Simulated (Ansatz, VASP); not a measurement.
# BN: VASP beside Ansatz

One calculation is typed for both programs; each brings its own data sets. How far apart do they land? The cell is taken from a series of runs on this material, whose earlier steps may have relaxed, scaled, displaced or heated it; both programs get it as it stands.

Calculated with Ansatz 0.2.0; plane waves, with VASP 6.6.1 beside it; single point at r2SCAN.

### 1. The structure

It takes space group F-43m (No. 216, cubic). Conventional cell: a = 3.497 Å, b = 3.497 Å, c = 3.497 Å, α = 90.00°, β = 90.00°, γ = 90.00°. B has 4 N at 1.51 Å nearest. Nearest to N lie 4 B at 1.51 Å. Farther neighbours and most contacts between anions are not listed.

Coordinates:

```
B N
1.0
     0.00000    1.74859    1.74859
     1.74859    0.00000    1.74859
     1.74859    1.74859    0.00000
B N
1 1
Cartesian
  0.0000 0.0000 0.0000
  0.8743 0.8743 0.8743
```

### 2. VASP: single point, r2SCAN, pair 1

A single point gives forces, pressure and levels at one fixed geometry, so differences don't come from the geometry; what else differs is listed under the comparison.

Lines of VASP's logs that name or quote its potential files are left out, and so is its time.

INCAR reads:

```
SYSTEM = BN
PREC = Accurate
ENCUT = 580
EDIFF = 1E-06
NELM = 120
ISMEAR = 0
SIGMA = 0.01
LREAL = .FALSE.
ALGO = Normal
METAGGA = R2SCAN
LASPH = .TRUE.
NBANDS = 10
LORBIT = 11
LWAVE = .FALSE.
LCHARG = .FALSE.
ISIF = 2
GGA_COMPAT = .FALSE.
EFERMI = MIDGAP
LMIXTAU = .TRUE.
```

POSCAR reads:

```
BN
1.0
    0.0000000000      1.7485900511      1.7485900511
    1.7485900511      0.0000000000      1.7485900511
    1.7485900511      1.7485900511      0.0000000000
B N
1 1
Direct
    0.0000000000      0.0000000000      0.0000000000
    0.2500000000      0.2500000000      0.2500000000
```

KPOINTS reads:

```
Automatic mesh
0
Gamma
8 8 8
0 0 0
```

The projector-augmented-wave data sets are B and N (PBE family, release 64).

The run is started by

```bash
$ mpirun -np 1 vasp_std
```

Numbers of over 12 decimals in the logs are rounded to 6 here.

The log of the run:

```text
[banner, memory and clock lines left out]
running    1 mpi-ranks, on    1 nodes
 distrk:  each k-point on    1 cores,    1 groups
 distr:  one band on    1 cores,    1 groups

 POSCAR found type information on POSCAR B N
 POSCAR found :  2 types and       2 ions
|                                                                             |
|               ----> ADVICE to this user running VASP <----                  |
|                                                                             |
|     You enforced a specific xc type in the INCAR file but a different       |
|     [... a line on the potential file left out ...]
|     I HOPE YOU KNOW WHAT YOU ARE DOING!                                     |
|                                                                             |

 LDA part: xc-table for (None), standard interpolation
 POSCAR, INCAR and KPOINTS ok, starting setup
 FFT: planning ... GRIDC
 FFT: planning ... GRID_SOFT
 FFT: planning ... GRID
 WAVECAR not read
 entering main loop
       N       E                     dE             d eps       ncg     rms          rms(c)
DAV:   1     0.946616207049E+01    0.94662E+01   -0.54169E+03   598   0.889E+02
DAV:   2    -0.218885915430E+02   -0.31355E+02   -0.30397E+02   682   0.201E+02
DAV:   3    -0.223793909118E+02   -0.49080E+00   -0.49031E+00   674   0.221E+01
DAV:   4    -0.223800187945E+02   -0.62788E-03   -0.62786E-03   644   0.830E-01
DAV:   5    -0.223800193990E+02   -0.60449E-06   -0.60450E-06   676   0.262E-02    0.722E+00
DAV:   6    -0.187794154259E+02    0.36006E+01   -0.15156E+00   604   0.939E+00    0.445E+00
DAV:   7    -0.195680481408E+02   -0.78863E+00   -0.12903E+00   592   0.853E+00    0.171E+00
DAV:   8    -0.178766812583E+02    0.16914E+01   -0.96493E-01   580   0.737E+00    0.193E+00
DAV:   9    -0.190208418840E+02   -0.11442E+01   -0.21808E-01   612   0.415E+00    0.432E-01
DAV:  10    -0.190246478684E+02   -0.38060E-02   -0.37949E-02   600   0.154E+00    0.137E-01
DAV:  11    -0.190217691931E+02    0.28787E-02   -0.39816E-03   590   0.773E-01    0.609E-02
DAV:  12    -0.190255546251E+02   -0.37854E-02   -0.16216E-03   590   0.440E-01    0.249E-02
DAV:  13    -0.190253675146E+02    0.18711E-03   -0.56255E-05   660   0.679E-02    0.128E-02
DAV:  14    -0.190253899957E+02   -0.22481E-04   -0.23042E-06   626   0.174E-02    0.110E-02
DAV:  15    -0.190253986249E+02   -0.86292E-05   -0.41590E-06   610   0.208E-02    0.218E-03
DAV:  16    -0.190253998717E+02   -0.12468E-05   -0.37637E-07   342   0.521E-03    0.678E-04
DAV:  17    -0.190253992708E+02    0.60087E-06   -0.35885E-08   314   0.198E-03
   1 F= -.19025399E+02 E0= -.19025399E+02  d E =0.000000E+00
```

OUTCAR, selected parts (step 2):

```text
ion  position               nearest neighbor table
   1  0.000  0.000  0.000-   2 1.51   2 1.51   2 1.51   2 1.51
   2  0.250  0.250  0.250-   1 1.51   1 1.51   1 1.51   1 1.51

  LATTYP: Found a face centered cubic cell.
 ALAT       =     3.4971801022

 Subroutine GETGRP returns: Found 24 space group operations
 (whereof 24 operations were pure point group operations)

The static configuration has the point symmetry T_d .

 Found     29 irreducible k-points:

   k-points           NKPTS =     29   k-points in BZ     NKDIM =     29   number of bands    NBANDS=     10

   dimension x,y,z NGX =    20 NGY =   20 NGZ =   20
   dimension x,y,z NGXF=    40 NGYF=   40 NGZF=   40

   ENCUT  =  580.0 eV  42.63 Ry    6.53 a.u.   4.86  4.86  4.86*2*pi/ulx,y,z

   NELECT =       8.0000    total number of electrons

 k-points in reciprocal lattice and weights: Automatic mesh
   0.00000000  0.00000000  0.00000000       0.002
   0.12500000  0.00000000  0.00000000       0.016
   0.25000000  0.00000000  0.00000000       0.016
   0.37500000  0.00000000  0.00000000       0.016
   0.50000000  0.00000000  0.00000000       0.008
   0.12500000  0.12500000  0.00000000       0.012
   0.25000000  0.12500000  0.00000000       0.047
   0.37500000  0.12500000  0.00000000       0.047
   0.50000000  0.12500000  0.00000000       0.047
[...]
-0.37500000  0.50000000  0.12500000       0.023
  -0.25000000  0.50000000  0.25000000       0.012

 average (electrostatic) potential at core
       1 -24.5926       2 -62.1020

 E-fermi :  11.0616

 k-point     1 :       0.0000    0.0000    0.0000
  band No.  band energies     occupation
      1     -13.9764      2.00000
      2       8.5159      2.00000
      3       8.5159      2.00000
      4       8.5159      2.00000
      5      18.5302      0.00000
      6      18.5302      0.00000
      7      18.5302      0.00000
      8      21.3395      0.00000
      9      36.6635      0.00000
    ...

 k-point     2 :       0.1250    0.0000    0.0000
  band No.  band energies     occupation
      1     -13.5519      2.00000
      2       6.4182      2.00000
      3       8.0788      2.00000
      4       8.0788      2.00000
      5      19.1799      0.00000
      6      19.1964      0.00000
      7      19.1964      0.00000
      8      22.4593      0.00000
      9      35.2304      0.00000
    ...

 k-point     3 :       0.2500    0.0000    0.0000
  band No.  band energies     occupation
      1     -12.3163      2.00000
      2       2.3732      2.00000
      3       7.2235      2.00000
      4       7.2235      2.00000
      5      19.9516      0.00000
      6      20.2641      0.00000
      7      20.2641      0.00000
      8      24.4859      0.00000
      9      34.1409      0.00000
    ...

  Total        3.0568162      3.0568162      3.0568162     -0.0000000     -0.0000000     -0.0000000
  in kB      458.0215487    458.0215487    458.0215487     -0.0000000     -0.0000000     -0.0000000
  external PRESSURE =     458.0215487 kB  Pullay stress =       0.0000000 kB

  energy-cutoff  :      580.00
  volume of cell :       10.69
      direct lattice vectors                 reciprocal lattice vectors
     0.000000000  1.748590051  1.748590051    -0.285944667  0.285944667  0.285944667
     1.748590051  0.000000000  1.748590051     0.285944667 -0.285944667  0.285944667
     1.748590051  1.748590051  0.000000000     0.285944667  0.285944667 -0.285944667

 POSITION                                       TOTAL-FORCE (eV/Angst)
 -----------------------------------------------------------------------------------
      0.00000      0.00000      0.00000         0.000000      0.000000      0.000000
      0.87430      0.87430      0.87430        -0.000000     -0.000000     -0.000000
 -----------------------------------------------------------------------------------
    total drift:                                0.000000      0.000000      0.000000

  FREE ENERGIE OF THE ION-ELECTRON SYSTEM (eV)
  ---------------------------------------------------
  free  energy   TOTEN  =       -19.0253992708 eV

  energy  without entropy=      -19.0253992708  energy(sigma->0) =      -19.02539927

 total charge
# of ion       s       p       d       tot
------------------------------------------
    1        0.719   1.484   0.000   2.203
    2        1.239   2.890   0.000   4.129
--------------------------------------------------
tot          1.959   4.373   0.000   6.332

[... 3 further parts left out ...]
```

The run ends at a pressure of 45.80 GPa.

### 3. Ansatz: single point, r2SCAN, pair 1

Ansatz runs on its PAW soft_1 files.

The same cell, functional, mesh and smearing now go to Ansatz, which takes its cutoff from its data sets.

input.yaml reads:

```yaml
crystal:
  lattice:
    - [0.0, 1.7485900511, 1.7485900511]
    - [1.7485900511, 0.0, 1.7485900511]
    - [1.7485900511, 1.7485900511, 0.0]
  atoms:
    - { symbol: B, position: [0.0, 0.0, 0.0] }
    - { symbol: "N", position: [0.25, 0.25, 0.25] }
kpoints:
  mp_grid: { grid: [8, 8, 8] }
hamiltonian:
  xc: r2scan
  pseudopotentials: { kind: paw, azcp: { folder: soft_1 } }
scf:
  occupations: { method: gaussian, width: 0.01 }
  n_extra_bands: 8
output:
  eigenvalues: true
  eigenstates:
    kpoints:
      - [0.0, 0.5, 0.5]
      - [0.0, 0.502226374, 0.502226374]
      - [0.002226374, 0.5, 0.502226374]
      - [0.002226374, 0.502226374, 0.5]
      - [0.001574284, 0.501574284, 0.503148568]
      - [-0.001574284, 0.501574284, 0.5]
      - [0.001574284, 0.503148568, 0.501574284]
      - [-0.001574284, 0.5, 0.501574284]
      - [0.003148568, 0.501574284, 0.501574284]
      - [0.0, 0.498425716, 0.501574284]
      - [0.002570795, 0.502570795, 0.502570795]
      - [0.0, 0.5, 0.502570795]
      - [0.0, 0.502570795, 0.5]
      - [0.002570795, 0.5, 0.5]
      - [0.0, 0.497773626, 0.497773626]
      - [-0.002226374, 0.5, 0.497773626]
      - [-0.002226374, 0.497773626, 0.5]
      - [-0.001574284, 0.498425716, 0.496851432]
      - [0.001574284, 0.498425716, 0.5]
      - [-0.001574284, 0.496851432, 0.498425716]
      - [0.001574284, 0.5, 0.498425716]
      - [-0.003148568, 0.498425716, 0.498425716]
      - [0.0, 0.501574284, 0.498425716]
      - [-0.002570795, 0.497429205, 0.497429205]
      - [0.0, 0.5, 0.497429205]
      - [0.0, 0.497429205, 0.5]
      - [-0.002570795, 0.5, 0.5]
      - [0.0, 0.508348903, 0.508348903]
      - [0.008348903, 0.5, 0.508348903]
      - [0.008348903, 0.508348903, 0.5]
      - [0.005903566, 0.505903566, 0.511807131]
      - [-0.005903566, 0.505903566, 0.5]
      - [0.005903566, 0.511807131, 0.505903566]
      - [-0.005903566, 0.5, 0.505903566]
      - [0.011807131, 0.505903566, 0.505903566]
      - [0.0, 0.494096434, 0.505903566]
      - [0.009640482, 0.509640482, 0.509640482]
      - [0.0, 0.5, 0.509640482]
      - [0.0, 0.509640482, 0.5]
      - [0.009640482, 0.5, 0.5]
      - [0.0, 0.491651097, 0.491651097]
      - [-0.008348903, 0.5, 0.491651097]
      - [-0.008348903, 0.491651097, 0.5]
      - [-0.005903566, 0.494096434, 0.488192869]
      - [0.005903566, 0.494096434, 0.5]
      - [-0.005903566, 0.488192869, 0.494096434]
      - [0.005903566, 0.5, 0.494096434]
      - [-0.011807131, 0.494096434, 0.494096434]
      - [0.0, 0.505903566, 0.494096434]
      - [-0.009640482, 0.490359518, 0.490359518]
      - [0.0, 0.5, 0.490359518]
      - [0.0, 0.490359518, 0.5]
      - [-0.009640482, 0.5, 0.5]
      - [0.0, 0.0, 0.0]
      - [0.0, 0.002226374, 0.002226374]
      - [0.002226374, 0.0, 0.002226374]
      - [0.002226374, 0.002226374, 0.0]
      - [0.001574284, 0.001574284, 0.003148568]
      - [-0.001574284, 0.001574284, 0.0]
      - [0.001574284, 0.003148568, 0.001574284]
      - [-0.001574284, 0.0, 0.001574284]
      - [0.003148568, 0.001574284, 0.001574284]
      - [0.0, -0.001574284, 0.001574284]
      - [0.002570795, 0.002570795, 0.002570795]
      - [0.0, 0.0, 0.002570795]
      - [0.0, 0.002570795, 0.0]
      - [0.002570795, 0.0, 0.0]
      - [0.0, -0.002226374, -0.002226374]
      - [-0.002226374, 0.0, -0.002226374]
      - [-0.002226374, -0.002226374, 0.0]
      - [-0.001574284, -0.001574284, -0.003148568]
      - [0.001574284, -0.001574284, 0.0]
      - [-0.001574284, -0.003148568, -0.001574284]
      - [0.001574284, 0.0, -0.001574284]
      - [-0.003148568, -0.001574284, -0.001574284]
      - [0.0, 0.001574284, -0.001574284]
      - [-0.002570795, -0.002570795, -0.002570795]
      - [0.0, 0.0, -0.002570795]
      - [0.0, -0.002570795, 0.0]
      - [-0.002570795, 0.0, 0.0]
      - [0.0, 0.008348903, 0.008348903]
      - [0.008348903, 0.0, 0.008348903]
      - [0.008348903, 0.008348903, 0.0]
      - [0.005903566, 0.005903566, 0.011807131]
      - [-0.005903566, 0.005903566, 0.0]
      - [0.005903566, 0.011807131, 0.005903566]
      - [-0.005903566, 0.0, 0.005903566]
      - [0.011807131, 0.005903566, 0.005903566]
      - [0.0, -0.005903566, 0.005903566]
      - [0.009640482, 0.009640482, 0.009640482]
      - [0.0, 0.0, 0.009640482]
      - [0.0, 0.009640482, 0.0]
      - [0.009640482, 0.0, 0.0]
      - [0.0, -0.008348903, -0.008348903]
      - [-0.008348903, 0.0, -0.008348903]
      - [-0.008348903, -0.008348903, 0.0]
      - [-0.005903566, -0.005903566, -0.011807131]
      - [0.005903566, -0.005903566, 0.0]
      - [-0.005903566, -0.011807131, -0.005903566]
      - [0.005903566, 0.0, -0.005903566]
      - [-0.011807131, -0.005903566, -0.005903566]
      - [0.0, 0.005903566, -0.005903566]
      - [-0.009640482, -0.009640482, -0.009640482]
      - [0.0, 0.0, -0.009640482]
      - [0.0, -0.009640482, 0.0]
      - [-0.009640482, 0.0, 0.0]
checkpoint:
  read: start.run
  write: ck
  compress: false
  write_wavefunctions: false
  write_every: 100000
```

The run is started by

```bash
$ ansatz run input.yaml --threads 4 --pin off --max-ram 9216MiB --backend cpu --events-out ev --progress --plain --runs-dir out
```

The log of the run:

```text
scf.n_extra_bands = 8 over 4 filled bands (N_el = 8.0): the run solves 12 bands
Engine: ansatz 0.2.0, aarch64-unknown-linux-gnu
Pseudopotentials: kind: paw
Pseudopotential: B, paw, valence charge 3, recommended cutoff 500 eV (meta_gga), soft_1/B.paw.azcp
Pseudopotential: N, paw, valence charge 5, recommended cutoff 500 eV (meta_gga), soft_1/N.paw.azcp
Functional definition: r2SCAN
  parameter k0 = 0.174
  parameter k1 = 0.065
  parameter a1 = 4.9479
  exchange = r2scan_x(k0 = k0, k1 = k1, a1 = a1)
  correlation = r2scan_c
Crystal: 2 atoms, lattice volume = 10.693 Å³
Basis set: ecut = 500 eV, 283 PW (Γ), exchange–correlation on 80×80×80 points (64 copies of the dense FFT grid, shifted against one another)
Bands: 12, of which v1, the nominal top of the filled ones, is band 4 counted from 1 (3 counted from 0)
Symmetry: 24 space group operations
Space group: F-43m (ITA 216), of the structure as read, at distance tolerance 2.2e-5 Å
k-points: 29 of 512 (time reversal used)
Non-local potential: B, projectors of the file, l = 0: 2, l = 1: 2, l = 2: 1
Non-local potential: N, projectors of the file, l = 0: 2, l = 1: 2, l = 2: 1
PAW form: soft (Blöchl's): semilocal exchange-correlation on the pseudo side does not see the compensation charge
PAW frozen core: B, regenerated for the run's functional (the file was generated under x = pbe(κ = 0.804, μ = 0.219515), c = pbe(β = 0.066725))
PAW frozen core: N, regenerated for the run's functional (the file was generated under x = pbe(κ = 0.804, μ = 0.219515), c = pbe(β = 0.066725))
PAW one-centre angular grid: B, 302 points (default); XC on 223 of its mesh's 2233 points in the sphere
PAW one-centre angular grid: N, 302 points (default); XC on 160 Gauss nodes
Initial density: read from a saved state, or passed on in memory by an earlier SCF of this step, an earlier step, the calling program or the single point that the run made first
Stability of the state it starts from, as read at its close in the unpolarized treatment: not read negative (Ritz values of 1 − χ₀K, real part plus size of imaginary part, from 0.89 to 1.1, by its mixing steps under the symmetry group of the SCF that read it)
Initial wavefunctions: pseudopotential atomic-orbital guess
Functional: x = r2scan, c = r2scan; τ floored in thin density (d = 2e-4 eV/Å³)
iter 1 solved again at ethr=2.75e-9 eV; its pass at ethr=3.10e-3 eV (dr2=2.20e-7 eV) is discarded
SCF iter   1: F=—  HF=-543.874991 eV  |F-HF|=—  |Δ(HF+E_count)|=         —  Δρ=3.54e-6  dr2=8.61e-10  dr2_τ=1.14e-10  ethr=2.75e-9  ⟨swp⟩=3.0  Hψ=3140  notcnv=0
preconditioner: auto → none  [insulator: Δε(μ)=5.109 eV  Ē_g=30.524 eV  σ=0.010 eV  W_gap=1.00  n_scr=0 (ndim 8)  ℏωp=32.1 eV  f_vac=0.000  D(μ)=0.00/eV (n_scr^D=0)  ε∞_Penn≈2.1]
SCF iter   2: F=-543.874991 eV  HF=-543.874991 eV  |F-HF|=2.27e-13  |Δ(HF+E_count)|=  4.27e-10  Δρ=5.49e-7  dr2=1.75e-11  dr2_τ=3.25e-11  ethr=1.08e-11  ⟨swp⟩=2.5  Hψ=761  notcnv=0
SCF 1 converged in 2 iterations: F = -543.874991 eV  dr2 = 1.75e-11
  greatest PAW one-centre occupation: 0.811 electrons in one spin orbital (limit 2), on the N atom at site 1 (counted from 0), in its partial waves of l = 0
NSCF: frozen V_eff on 106 k-points
SCF converged after 2 iterations
Free energy (F): -543.874991 eV
Harris-Foulkes:  -543.874991 eV  (|F-HF|=2.27e-13)
Internal energy: -543.874991 eV  (E = F + TS)
E sigma→0 (E₀):  -543.874991 eV
Fermi energy:    15.218032 eV
--- Per-component energies (eV) ---
  E_band       = 30.891255
  E_kinetic    = 190.147724
  E_local      = -148.771098  (includes V_loc(G=0)·N_el)
  E_nonlocal   = 42.149751
  E_hartree    = 47.043839
  E_xc         = -93.436003
  E_vxc        = -128.692323  (∫ρ·V_xc dr)
  E_paw        = -210.502603  (= ΣΔE_a)
  E_vpaw       = -25.016177  (= ΣTr[D̂ρ^β])
  E_aug_tail   = 0.000025  (compensation charges beyond the density's cutoff)
  E_vtau       = 6.985697  (kinetic-family band-sum trace: ∫τ·v_τ [+ j·A + Jᵃ·Aᵃ] dr)
  E_ewald      = -370.458618
  E_core_change = -0.048007  (= ΣΔE_core)
  E_smearing   = -0.000000  (= −TS)
  E_closure    = 0.000000  (closes the sum)
  Σ components = -543.874991   (vs F -543.874991, Δ=0.00e0)
--- Band table (eV; the first three rows and the last of 29) ---
  k-point 0: bands = [-9.8243, 12.6635, 12.6635, 12.6635, 22.7157, 22.7157, 22.7157, 25.4345, ... 4 higher]
  k-point 1: bands = [-9.3998, 10.5678, 12.2277, 12.2277, 23.3461, 23.3805, 23.3805, 26.5754, ... 4 higher]
  k-point 2: bands = [-8.1645, 6.5260, 11.3734, 11.3734, 24.0937, 24.4478, 24.4478, 28.6306, ... 4 higher]
  k-point 28: bands = [-3.1038, 4.2363, 4.6637, 5.2505, 23.4731, 28.1886, 28.7725, 29.8862, ... 4 higher]
```

### 4. Comparison

Known differences besides the potentials themselves: VASP keeps PBE cores, Ansatz makes them for the functional; the cutoff is 500 eV in Ansatz and 580 eV in VASP. Total energies have different zeros and are not compared.

Compared:

```
              quantity  Ansatz   VASP  difference
gap on the k mesh (eV)   5.109  5.091      +0.018
```

A gap on the mesh is an upper bound, since the band edges may lie between its points.

[end of part 1 of 2]

[Lines on the potential files, build, host, timing and source positions are cut from VASP's logs without a mark.]

[Logs are printed without paths, hosts, clocks, repeated set-up lines and the standing remarks that a program may print on its own settings, such as how far it seeks lower states.]

[Hosts, paths, dates, database ids (printed as entryN), source tags and the programs' standing remarks are cut or masked in the printed files.]
